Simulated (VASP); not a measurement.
# KW (P-6m2) in VASP: a series of runs

One crystal, KW, is run at these levels: PBE; tasks: single point, relaxation of cell and atoms.

All numbers are computed with VASP 6.6.1; they aren't measurements. Logs are shortened: lines on timing, memory, paths and dates and some standing lists are left out, and cuts for length are marked.

### 1 The crystal as given

It takes space group P-6m2 (No. 187, hexagonal). Conventional cell: a = 2.842 Å, b = 2.842 Å, c = 6.305 Å, α = 90.00°, β = 90.00°, γ = 120.00°. K (site symmetry -6m2) has 6 K at 2.84 Å as nearest neighbours. W (site symmetry -6m2) has 6 W at 2.84 Å as nearest neighbours.

The cell was built by a generator and needn't be a form met in nature.

### 2 Single point, PBE

Input file INCAR:

```
ALGO = Normal ; EDIFF = 1E-6
ENCUT = 520 ; GGA = PE
ISIF = 2 ; ISMEAR = 0
LASPH = True ; LCHARG = True
LELF = True ; LREAL = False
LVHAR = True ; LWAVE = False
NBANDS = 18 ; NELM = 80
PREC = Accurate ; SIGMA = 0.1
```

Input file KPOINTS:

```
k-points
0
Gamma
  9 9 4
```

Input file POSCAR:

```
KW
1.0
    2.8416290015      0.0000000000      0.0000000000
   -1.4208145008      2.4609229034      0.0000000000
    0.0000000000      0.0000000000      6.3051858198
K W
1 1
Direct
    0.0000000000      0.0000000000      0.0000000000
    0.3333333333      0.6666666667      0.5000000000
```

Potentials or basis: VASP PAW PBE potentials, release 64 (K_sv, W_sv).

Launch:

```sh
$ cat potpaw_PBE.64/K_sv/POTCAR potpaw_PBE.64/W_sv/POTCAR > POTCAR
$ mpirun -np 1 vasp_std > vasp.out
```

OUTCAR:

```text
EDIFF = 1E-6
   ENCUT = 520
   GGA = PE
   ISIF = 2
   ISMEAR = 0
   LASPH = True
   LREAL = False
   NELM = 80
   PREC = Accurate

 ion  position               nearest neighbor table
   1  0.000  0.000  0.000-   2 3.55   2 3.55   2 3.55   2 3.55   2 3.55   2 3.55
   2  0.333  0.667  0.500-   1 3.55   1 3.55   1 3.55   1 3.55   1 3.55   1 3.55

  LATTYP: Found a hexagonal cell.
 ALAT       =     2.8416290015
 C/A-ratio  =     2.2188631297

  Lattice vectors:

 A1 = (   2.8416290015,   0.0000000000,   0.0000000000)
 A2 = (  -1.4208145008,   2.4609229034,   0.0000000000)
 A3 = (   0.0000000000,   0.0000000000,   6.3051858198)

Analysis of symmetry for initial positions (statically):
=====================================================================
 Subroutine PRICEL returns:
 Original cell was already a primitive cell.

 Routine SETGRP: Setting up the symmetry group for a
 hexagonal supercell.

 Subroutine GETGRP returns: Found 12 space group operations
 (whereof 12 operations were pure point group operations)
 out of a pool of 24 trial point group operations.

The static configuration has the point symmetry D_3h.

Analysis of symmetry for dynamics (positions and initial velocities):
=====================================================================
 Subroutine PRICEL returns:
 Original cell was already a primitive cell.

 Routine SETGRP: Setting up the symmetry group for a
 hexagonal supercell.

 Subroutine GETGRP returns: Found 12 space group operations
 (whereof 12 operations were pure point group operations)
 out of a pool of 24 trial point group operations.

The dynamic configuration has the point symmetry D_3h.

 Subroutine INISYM returns: Found 12 space group operations
 (whereof 12 operations are pure point group operations),
 and found     1 'primitive' translations

----------------------------------------------------------------------------------------

                                     Primitive cell

  volume of cell :      44.0924

  direct lattice vectors                    reciprocal lattice vectors
     2.841629001  0.000000000  0.000000000     0.351910823  0.203175808  0.000000000
    -1.420814501  2.460922903  0.000000000     0.000000000  0.406351617  0.000000000
     0.000000000  0.000000000  6.305185820     0.000000000  0.000000000  0.158599608

  length of vectors
     2.841629001  2.841629001  6.305185820     0.406351617  0.406351617  0.158599608

  position of ions in fractional coordinates (direct lattice)
     0.000000000  0.000000000  0.000000000
     0.333333333  0.666666667  0.500000000

  ion indices of the primitive-cell ions
   primitive index   ion index
                 1           1
                 2           2

----------------------------------------------------------------------------------------

 KPOINTS: k-points

Automatic generation of k-mesh.
 Grid dimensions read from file:
 generate k-points for:    9    9    4

 Generating k-lattice:

  Cartesian coordinates                     Fractional coordinates (reciprocal lattice)
     0.039101203  0.022575090  0.000000000     0.111111111 -0.000000000  0.000000000
     0.000000000  0.045150180  0.000000000     0.000000000  0.111111111  0.000000000
     0.000000000  0.000000000  0.039649902     0.000000000  0.000000000  0.250000000

  Length of vectors
     0.045150180  0.045150180  0.039649902

  Shift w.r.t. Gamma in fractional coordinates (k-lattice)
     0.000000000  0.000000000  0.000000000

 Subroutine IBZKPT returns following result:
 ===========================================

 Found     36 irreducible k-points:

 Following reciprocal coordinates:
            Coordinates               Weight
  0.000000  0.000000  0.000000      1.000000
  0.111111  0.000000  0.000000      6.000000
  0.222222  0.000000  0.000000      6.000000
  0.333333  0.000000  0.000000      6.000000
  0.444444  0.000000  0.000000      6.000000
  0.111111  0.111111  0.000000      6.000000
[... 16 lines left out ...]
  0.333333  0.222222  0.250000     24.000000
  0.333333  0.333333  0.250000      4.000000
 [... further k-points ...]
   k-points           NKPTS =     36   k-points in BZ     NKDIM =     36   number of bands    NBANDS=     18
   number of dos      NEDOS =    301   number of ions     NIONS =      2
   total plane-waves  NPLWV =  27648
   dimension x,y,z NGX =    24 NGY =   24 NGZ =   48
   dimension x,y,z NGXF=    48 NGYF=   48 NGZF=   96
   ions per type =               1   1
   NGX,Y,Z   is equivalent  to a cutoff of  14.04, 14.04, 12.66 a.u.
   NGXF,Y,Z  is equivalent  to a cutoff of  28.08, 28.08, 25.31 a.u.
 SYSTEM =  unknown system
   PREC   = accura    normal or accurate (medium, high low for compatibility)
   ISTART =      0    job   : 0-new  1-cont  2-samecut
   ICHARG =      2    charge: 1-file 2-atom 10-const
   ISPIN  =      1    spin polarized calculation?
   LNONCOLLINEAR =      F non collinear calculations
   LSORBIT =      F    spin-orbit coupling
   LASPH  =      T    aspherical Exc in radial PAW
   ENCUT  =  520.0 eV  38.22 Ry    6.18 a.u.   5.28  5.28 11.72*2*pi/ulx,y,z
   NELM   =     80;   NELMIN=  2; NELMDL= -5     # of ELM steps
   EDIFF  = 0.1E-05   stopping-criterion for ELM
   LREAL  =      F    real-space projection
   EDIFFG = 0.1E-04   stopping-criterion for IOM
   NSW    =      0    number of steps for IOM
   IBRION =     -1    ionic relax: 0-MD 1-quasi-New 2-CG
   NFREE  =      0    steps in history (QN), initial steepest desc. (CG)
   ISIF   =      2    stress and relaxation
   ISYM   =      2    0-nonsym 1-usesym 2-fastsym
   POTIM  = 0.5000    time-step for ionic-motion
   TEBEG  =    0.0;   TEEND  =   0.0 temperature during run
   PSTRESS=    0.0 pullay stress
   NELECT =      23.0000    total number of electrons
   NUPDOWN=      -1.0000    fix difference up-down
   EMIN   =  10.00;   EMAX   =-10.00  energy-range for DOS
   EFERMI =   0.00;   METHOD = LEGACY
   ISMEAR =     0;   SIGMA  =   0.10  broadening in eV -4-tet -1-fermi 0-gaus
   EFERMI_NEDOS =   21; number of points for ismear=-14 and -15
   IALGO  =     38    algorithm
   IMIX   =      4    mixing-type and parameters
     AMIX     =   0.40;   BMIX     =  1.00
     AMIX_MAG =   1.60;   BMIX_MAG =  1.00
  volume/ion in A,a.u.               =      22.05       148.77
  Fermi-wavevector in a.u.,A,eV,Ry     =   1.317841  2.490358 23.629305  1.736705
  Thomas-Fermi vector in A             =   2.447853
   LORBIT       =      0    0 simple, 1 ext, 2 COOP (PROOUT), +10 PAW based schemes
   GGA     = PE    functional components
   LHFCALC =     F    Hartree Fock is set to
   AEXX    =    0.0000 exact exchange contribution
   IVDW    =     0    specifies the selected vdW correction
   LEPSILON=     F    determine dielectric tensor
   LRPA    =     F    only Hartree local field effects (RPA)
 non-spin polarized calculation
 Gauss-broadening in eV      SIGMA  =   0.10
  energy-cutoff  :      520.00
  volume of cell :       44.09
 maximum number of plane-waves:      1202
 NGX is ok and might be reduce to    24
   NGX = 11   NGY = 11   NGZ = 23

 number of electron      23.0000001 magnetization

 Free energy of the ion-electron system (eV)
  ---------------------------------------------------
  ext. energy  EPLUGINS =         0.00000000
  ---------------------------------------------------
  free energy    TOTEN  =       -10.83242439 eV

  energy without entropy =      -10.82327944  energy(sigma->0) =      -10.82785192

 E-fermi :   5.4802     XC(G=0): -10.6488

 val. band max:        5.3737677940   @ k =   0.3333   0.3333   0.5000
 cond. band min:       5.4942428188   @ k =   0.4444   0.1111   0.0000
 fundamental gap:      0.1204750248
 Fermi energy:         5.4801595805

 k-point     1 :       0.0000    0.0000    0.0000
  band No.  band energies     occupation
      1     -68.3994      2.00000
      2     -32.6511      2.00000
      3     -32.0536      2.00000
      4     -32.0536      2.00000
      5     -27.4979      2.00000
      6     -10.5861      2.00000
[... 10 lines left out ...]
     17      11.0495      0.00000
     18      11.0495      0.00000

 k-point     2 :       0.1111    0.0000    0.0000
  band No.  band energies     occupation
      1     -68.3910      2.00000
      2     -32.6365      2.00000
      3     -32.1615      2.00000
      4     -32.0786      2.00000
      5     -27.4158      2.00000
      6     -10.5084      2.00000
[... 10 lines left out ...]
     17      10.4804      0.00000
     18      11.5430      0.00000

 k-point     3 :       0.2222    0.0000    0.0000
  band No.  band energies     occupation
      1     -68.3697      2.00000
      2     -32.5992      2.00000
      3     -32.4282      2.00000
      4     -32.1413      2.00000
      5     -27.1995      2.00000
      6     -10.6458      2.00000
[... 10 lines left out ...]
     17      10.3480      0.00000
     18      12.9779      0.00000

 k-point     4 :       0.3333    0.0000    0.0000
  band No.  band energies     occupation
      1     -68.3453      2.00000
      2     -32.7210      2.00000
      3     -32.5566      2.00000
      4     -32.2116      2.00000
      5     -26.9375      2.00000
      6     -11.6417      2.00000
[... 10 lines left out ...]
     17      11.9442      0.00000
     18      13.2677      0.00000

 k-point     5 :       0.4444    0.0000    0.0000
  band No.  band energies     occupation
      1     -68.3294      2.00000
      2     -32.9066      2.00000
      3     -32.5286      2.00000
      4     -32.2571      2.00000
      5     -26.7558      2.00000
      6     -12.2552      2.00000
[... 10 lines left out ...]
     17      12.7003      0.00000
     18      13.6738      0.00000

 k-point     6 :       0.1111    0.1111    0.0000
  band No.  band energies     occupation
      1     -68.3762      2.00000
      2     -32.6105      2.00000
      3     -32.3389      2.00000
      4     -32.1323      2.00000
      5     -27.2663      2.00000
      6     -10.3678      2.00000
[... 10 lines left out ...]
     17       9.6855      0.00000
     18      12.6384      0.00000

 k-point     7 :       0.2222    0.1111    0.0000
  band No.  band energies     occupation
      1     -68.3533      2.00000
      2     -32.5960      2.00000
      3     -32.5706      2.00000
      4     -32.2214      2.00000
      5     -27.0256      2.00000
      6     -11.2136      2.00000
[... 10 lines left out ...]
     17      10.4105      0.00000
     18      13.0974      0.00000

 k-point     8 :       0.3333    0.1111    0.0000
  band No.  band energies     occupation
      1     -68.3331      2.00000
      2     -32.8145      2.00000
      3     -32.5352      2.00000
      4     -32.2998      2.00000
      5     -26.8004      2.00000
      6     -11.9502      2.00000
[... 10 lines left out ...]
     17      12.0942      0.00000
     18      12.4565      0.00000
[... 229 lines left out ...]
     17      10.4548      0.00000
     18      11.8084      0.00000

 k-point    20 :       0.3333    0.1111    0.2500
  band No.  band energies     occupation
      1     -68.3331      2.00000
      2     -32.8145      2.00000
      3     -32.5352      2.00000
      4     -32.2998      2.00000
      5     -26.8004      2.00000
      6     -11.9491      2.00000
[... 10 lines left out ...]
     17      11.5371      0.00000
     18      12.3625      0.00000

 k-point    21 :       0.4444    0.1111    0.2500
  band No.  band energies     occupation
      1     -68.3251      2.00000
      2     -32.8993      2.00000
      3     -32.5212      2.00000
      4     -32.3306      2.00000
      5     -26.7076      2.00000
      6     -12.2326      2.00000
[... 10 lines left out ...]
     17      11.6449      0.00000
     18      12.4970      0.00000

 k-point    22 :       0.2222    0.2222    0.2500
  band No.  band energies     occupation
      1     -68.3346      2.00000
      2     -32.7351      2.00000
      3     -32.5378      2.00000
      4     -32.3622      2.00000
      5     -26.8185      2.00000
      6     -11.6757      2.00000
[... 10 lines left out ...]
     17      10.7649      0.00000
     18      11.7083      0.00000

 k-point    23 :       0.3333    0.2222    0.2500
  band No.  band energies     occupation
      1     -68.3223      2.00000
      2     -32.8005      2.00000
      3     -32.5163      2.00000
      4     -32.4782      2.00000
      5     -26.6777      2.00000
      6     -11.9069      2.00000
[... 10 lines left out ...]
     17      11.3842      0.00000
     18      11.8793      0.00000

 k-point    24 :       0.3333    0.3333    0.2500
  band No.  band energies     occupation
      1     -68.3181      2.00000
      2     -32.6726      2.00000
      3     -32.6721      2.00000
      4     -32.5089      2.00000
      5     -26.6287      2.00000
      6     -11.4850      2.00000
[... 10 lines left out ...]
     17      10.4884      0.00000
     18      12.1390      0.00000

 [... further k-points ...]
[... 5 lines left out ...]
  --------------------------------------------------------------------------------------
  -------------------------------------------------------------------------------------
  Total        0.1415240      0.1415240      0.0743545     -0.0000000     -0.0000000      0.0000000
  in kB        5.1425360      5.1425360      2.7018081     -0.0000000     -0.0000000      0.0000000
  external PRESSURE =       4.3289600 kB  Pullay stress =       0.0000000 kB

 VOLUME and BASIS-vectors are now :
 -----------------------------------------------------------------------------
  energy-cutoff  :      520.00
  volume of cell :       44.09
      direct lattice vectors                 reciprocal lattice vectors
     2.841629001  0.000000000  0.000000000     0.351910823  0.203175808  0.000000000
    -1.420814501  2.460922903  0.000000000     0.000000000  0.406351617  0.000000000
     0.000000000  0.000000000  6.305185820     0.000000000  0.000000000  0.158599608

 POSITION                                       TOTAL-FORCE (eV/Angst)
 -----------------------------------------------------------------------------------
      0.00000      0.00000      0.00000        -0.000000      0.000000      0.000000
     -0.00000      1.64062      3.15259         0.000000      0.000000      0.000000
 -----------------------------------------------------------------------------------
    total drift:                                0.000000     -0.000000     -0.000000

  FREE ENERGIE OF THE ION-ELECTRON SYSTEM (eV)
  ---------------------------------------------------
  free  energy   TOTEN  =       -10.8324243920 eV

  energy  without entropy=      -10.8232794408  energy(sigma->0) =      -10.82785192
```

Run time: 25 s. Hardware: 1 thread of Intel Xeon 6975P-C (Granite Rapids), shared host; peak memory 0.18 GiB.

What came out:

```
Free energy            : -10.8324 eV
Pressure               : 0.4 GPa
Band gap on the k mesh : none (metal or under the smearing width)
```

Stress tensor (GPa, compression positive):
```
0.51 0.00 0.00
0.00 0.51 0.00
0.00 0.00 0.27
```

Spin-orbit coupling is left out, which matters for the levels of W.

### 3 Relaxation of cell and atoms, PBE

Input file INCAR:

```
  PREC = Accurate
  ENCUT = 600
  EDIFF = 1E-7
  ISMEAR = 0
  SIGMA = 0.1
  LREAL = F
  LASPH = T
  NELM = 80
  ALGO = Normal
  ISIF = 3
  LWAVE = F
  LCHARG = F
  GGA = PE
  IBRION = 2
  NSW = 90
  EDIFFG = -0.04
```

Input file KPOINTS:

```
Automatic mesh
0
Gamma
  9 9 4
```

POSCAR is that of step 2.

Potentials or basis: VASP PAW PBE potentials, release 64 (K_sv, W_sv).

Launch:

```sh
$ cat potpaw_PBE.64/K_sv/POTCAR potpaw_PBE.64/W_sv/POTCAR > POTCAR
$ mpirun -np 1 vasp_std > vasp.out
```

Run time: 34 s. Hardware: 1 thread of Intel Xeon 6975P-C (Granite Rapids), shared host; peak memory 0.19 GiB.

The run converged. Its results:

| Property | Result |
| --- | --- |
| Free energy | -10.8327 eV |
| Relaxed volume | 22.16 Å³/atom |
| Relaxed cell | a = 2.847 Å, b = 2.847 Å, c = 6.312 Å, α = 90.00°, β = 90.00°, γ = 120.00° |
| Space group after relaxing (to 0.05 Å) | P-6m2 (No. 187) |
| Energy gained by relaxing | 0.2 meV/atom |
| Ionic steps | 3 |
| Pressure after relaxing | 0.0 GPa |
| Band gap on the k mesh | none (metal or under the smearing width) |

Stress tensor (GPa, compression positive):
```
-0.03  0.00  0.00
 0.00 -0.03  0.00
 0.00  0.00  0.09
```

The path:
| step | energy change (eV) | largest force (eV/Å) | pressure (GPa) | volume (Å³) |
| --- | --- | --- | --- | --- |
| 1 | 0.0000 | 0.0000 | 0.47 | 44.09 |
| 2 | -0.0001 | 0.0000 | -0.33 | 44.50 |
| 3 | -0.0003 | 0.0000 | 0.01 | 44.32 |

Final structure:
```yaml
crystal:
  lattice:
    - [2.84735, 0.00000, 0.00000]
    - [-1.42367, 2.46588, 0.00000]
    - [0.00000, 0.00000, 6.31218]
  atoms:
    - { symbol: K, position: [0.00000, 0.00000, 0.00000] }
    - { symbol: W, position: [0.33333, 0.66667, 0.50000] }
```

Levels at points of the mesh, in eV from the Fermi level:
| k point | band 8 | band 9 | band 10 | band 11 | band 12 | band 13 | band 14 | band 15 |
| --- | --- | --- | --- | --- | --- | --- | --- | --- |
| (0.00, 0.00, 0.00) | -14.76 | -6.65 | -2.48 | 0.03 | 0.05 | 0.05 | 1.65 | 3.03 |
| (0.00, 0.00, 0.50) | -14.76 | -6.38 | -1.90 | -1.58 | 0.04 | 0.04 | 1.99 | 3.02 |

(Continued in part 2 of 2.)
